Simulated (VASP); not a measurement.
Data:

```xyz
2
Lattice="0.0000 2.7983 2.7983 2.7983 0.0000 2.7983 2.7983 2.7983 0.0000" Properties=species:S:1:pos:R:3 pbc="T T T"
Ag     0.0000     0.0000     0.0000
Cl     2.7983     2.7983     2.7983
```

Computed with PW91 GGA, VASP's PBE PAW potentials (set 64) (plane waves; VASP). Settings: 520 eV cut-off, 8×8×8 Γ-centred mesh, Gaussian smearing of 0.050 eV, potentials Ag Cl.

Give the energy at these volumes per atom, relative to the lowest: 20.56, 21.22, 21.87, 22.53, 23.19 Å³.

13.0, 3.2, 0.0, 2.2, 9.0 meV/atom. A third-order Birch-Murnaghan fit gives B0 = 43.8 GPa and B0′ = 5.3.

The compound is AgCl in the rock salt structure. It was relaxed first.
